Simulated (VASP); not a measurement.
An input for Ansatz (written as the equivalent of a VASP run, and not itself run):

Ansatz 0.2 input:
```yaml
crystal:
  lattice:
    - [3.8199127, 0.0000000, 0.0000000]
    - [-1.9099563, 3.3081414, 0.0000000]
    - [0.0000000, 0.0000000, 6.6698990]
  atoms:
    - { symbol: Ti, position: [0.0000000, 0.0000000, 1.0000000] }
    - { symbol: Te, position: [0.6666670, 0.3333330, 0.7460091] }
    - { symbol: Te, position: [0.3333330, 0.6666670, 0.2539909] }
kpoints:
  mp_grid: { grid: [8, 8, 4] }
hamiltonian:
  xc: r2scan
  pseudopotentials: { kind: paw }
scf:
  occupations: { method: methfessel_paxton, width: 0.1 }
  max_iter: 100
relax:
  max_steps: 60
  f_tol: 0.02
  cell: {}
output: { forces: true, stress: true, eigenvalues: true }
```

Translate this input to VASP (INCAR, KPOINTS, POSCAR, choice of POTCAR).

One answer among several that fit: 
File POSCAR:
```
TiTe2
1
    3.8199126528    -0.0000000000    -0.0000000000
   -1.9099563263     3.3081413883     0.0000000000
   -0.0000000000     0.0000000000     6.6698989634
Ti Te
1 2
Direct
  0.0000000000   0.0000000000   1.0000000000
  0.6666670000   0.3333330000   0.7460091257
  0.3333330000   0.6666670000   0.2539908743
```

KPOINTS:
```
Automatic mesh
0
Gamma
8 8 4
0 0 0
```

**INCAR**
```
# general
SYSTEM   =  TiTe2
PREC     =  Accurate
ENCUT    =  400
LREAL    =  F
LASPH    =  T   # aspherical one-centre terms

# electronic loop
EDIFF    =  1E-6   # SCF stop (eV)
NELM     =  100   # most electronic steps
ALGO     =  Normal   # blocked Davidson
LMAXMIX  =  4
LMIXTAU  =  T

# smearing
ISMEAR   =  1
SIGMA    =  0.1   # width (eV)

# functional
METAGGA  =  R2SCAN

# ions
IBRION   =  2   # conjugate gradients
NSW      =  60
ISIF     =  3
EDIFFG   =  -0.02   # ionic stop

# output
LWAVE    =  F
LCHARG   =  F
```

POTCAR, in this order: Ti_sv Te (PBE.64 set). Program: vasp_std.

Limits of the translation: each code has its own PAW files, so the cut-off isn't converted (ENCUT is set for VASP's; basis.ecutwfc is left out, and Ansatz then takes the one that its files recommend); Ansatz stops its SCF on the density residual and VASP on the energy change (EDIFF).

The structure comes from a computed database's TiTe2 entry (P-3m1); how it stands against other phases isn't given here. This run relaxes it. Symmetry was kept, so distortions that lower it aren't found. The start is the result of an earlier pass.
